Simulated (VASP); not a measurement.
Write the native input for VASP 6.6.1 that does the following.

- Task: single point
- Functional: PBE
- Potentials or basis: VASP PAW PBE potentials, release 64 (Be, Al)
- Cutoff: 520 eV
- k mesh: 15 × 15 × 1
- Occupations: gaussian, width 0.1 eV
- Spin: no spin polarisation
- Dipole correction: yes
- Further INCAR settings: ALGO = Fast; EDIFF = 1e-07; NBANDS = 10

The structure of BeAl lies in POSCAR:

```
BeAl
1.0
    4.0317872356      0.0000002678      0.0000000000
   -2.0158938497      3.4916300348      0.0000000000
    0.0000000000      0.0000000000     23.8000000000
Be Al
1 1
Direct
    0.0000000000      0.0000000000      0.2941176471
    0.3333333333      0.6666666667      0.2941176471
```

The cell was built by a generator and needn't be a form met in nature.

The cell isn't the ideal one: species swapped into a sheet of the AlGe type.

The input as run:

INCAR

```
SYSTEM = BeAl
PREC     = Accurate       ! precision mode
ENCUT    = 520            ! plane-wave cutoff, eV
EDIFF    = 1E-7           ! SCF threshold, eV
ISMEAR   = 0              ! smearing method
SIGMA    = 0.1            ! smearing width, eV
LREAL    = .False.        ! projectors in reciprocal space
LASPH    = .True.         ! aspherical terms in the spheres
NELM     = 100            ! most SCF steps
ALGO     = Fast           ! electronic algorithm
ISIF     = 2              ! what is computed and relaxed
LWAVE    = .False.        ! write WAVECAR
LCHARG   = .False.        ! write CHGCAR
LDIPOL   = .True.       
IDIPOL   = 3            
DIPOL    = 0.5 0.5 0.294
GGA      = PE             ! functional
NBANDS   = 10             ! bands
```

KPOINTS

```
regular mesh
0
Gamma
  15 15 1
  0 0 0
```

Potentials or basis: VASP PAW PBE potentials, release 64 (Be, Al).

Run with:

```sh
$ cat potpaw_PBE.64/Be/POTCAR potpaw_PBE.64/Al/POTCAR > POTCAR
$ mpirun -np 1 vasp_std > vasp.out
```

Results of the run:

| Quantity | Value |
| --- | --- |
| Band gap on the k mesh | none (metal or under the smearing width) |

Run time: 2.6 min on 1 thread of Intel(R) Xeon(R) Platinum 8488C (Sapphire Rapids), on a shared host, peak memory 0.44 GiB.
